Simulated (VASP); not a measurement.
Input for VASP

### POSCAR
```
Sb
1
    4.2291411628     0.0000000000     0.0000000000
   -2.1145705814     3.6625436943     0.0000000000
    0.0000000000     0.0000000000     5.5164305954
Sb
3
Direct
  0.3332142389   0.0000000000   0.8333330000
  1.0000000000   0.3332142388   0.1666670000
  0.6667857611   0.6667857612   0.5000000000
```

### INCAR
```
# general
SYSTEM =Sb
PREC   =Accurate
ENCUT  =400
LREAL  =.FALSE.
LASPH  =.TRUE.

# electronic loop
EDIFF  =1E-6
NELM   =100
ALGO   =Normal
LMAXMIX=4

# smearing
ISMEAR =1
SIGMA  =0.1

# functional
GGA    =PS

# ions
IBRION =2
NSW    =60
ISIF   =3
EDIFFG =-0.02

# output
LWAVE  =.FALSE.
LCHARG =.FALSE.
```

KPOINTS:
```
Automatic mesh
0
Gamma
8 8 5
0 0 0
```

POTCAR, in this order: Sb (PBE.64 set). Program: vasp_std.

Problem. Translate this PBEsol calculation to Quantum ESPRESSO's pw.x.

Solution. One equivalent input (not run):
```
&CONTROL
  calculation = 'vc-relax'
  pseudo_dir = './pseudo'
  outdir = './out'
  tprnfor = .true.
  tstress = .true.
  nstep = 60
  forc_conv_thr = 0.00078
/
&SYSTEM
  ibrav = 0
  nat = 3
  ntyp = 1
  ecutwfc = 80
  occupations = 'smearing'
  smearing = 'methfessel-paxton'
  degauss = 0.00735
  input_dft = 'pbesol'
/
&ELECTRONS
  conv_thr = 7.3e-08
  electron_maxstep = 100
/
&IONS
/
&CELL
/
ATOMIC_SPECIES
  Sb 121.760 Sb.upf
CELL_PARAMETERS angstrom
     4.2291412    0.0000000    0.0000000
    -2.1145706    3.6625437    0.0000000
     0.0000000    0.0000000    5.5164306
ATOMIC_POSITIONS crystal
  Sb   0.3332142  0.0000000  0.8333330
  Sb   1.0000000  0.3332142  0.1666670
  Sb   0.6667858  0.6667858  0.5000000
K_POINTS automatic
  8 8 5 0 0 0
```
The two are equivalent in intent, not identical: the potentials are each code's own (VASP's PAW set, PseudoDojo norm-conserving files in pw.x), so ENCUT and ecutwfc are chosen apart and not converted; conv_thr bounds pw.x's estimated SCF error, while EDIFF bounds the energy change between steps; forc_conv_thr acts on force components and is met together with etot_conv_thr.

The structure was generated: Sb was put into the trigonal-Se type (P3_121), which need not be its known phase. This run relaxes it. It ends in space group R-3m. Symmetry was kept, so distortions that lower it aren't found. The start is the result of an earlier pass.
